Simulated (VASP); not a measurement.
These are PW91 GGA, VASP's PBE PAW potentials (set 64) (plane waves; VASP) values and carry that method's errors.

VASP ran on this input.

**POSCAR**
```
CdF2
1.0
  0.0000000000   2.7384881804   2.7384881804
  2.7384881804   0.0000000000   2.7384881804
  2.7384881804   2.7384881804   0.0000000000
Cd F
1 2
Cart
  0.0000000000   0.0000000000   0.0000000000
  1.3692440902   1.3692440902   1.3692440902
  4.1077322706   4.1077322706   4.1077322706
```

File KPOINTS:
```
Automatic mesh
0
G
8 8 8
0 0 0
```

**INCAR**
```
ALGO = Normal
EDIFF = 1E-7
ENCUT = 520
GGA = 91
ISIF = 2
ISMEAR = -5
LASPH = .TRUE.
LCHARG = .TRUE.
LEFG = .TRUE.
LMAXMIX = 4
LORBIT = 11
LREAL = .FALSE.
LWAVE = .FALSE.
NEDOS = 601
NELM = 100
PREC = Accurate
SYSTEM = CdF2
```

POTCAR, in this order: Cd F (PBE.64 set). Program: vasp_std.

Problem. What will the output report for the number of irreducible k-points (NKPTS), largest plane-wave count, number of space-group operations, FFT grid (NGX, NGY, NGZ)?

Solution. 
```json
{
 "number of irreducible k-points (NKPTS)": "29",
 "largest_plane_wave_count": "1124",
 "number_of_space_group_operations": "48",
 "FFT grid (NGX, NGY, NGZ)": "30 × 30 × 30"
}
```

The compound is CdF2 in the fluorite structure. It was relaxed first.
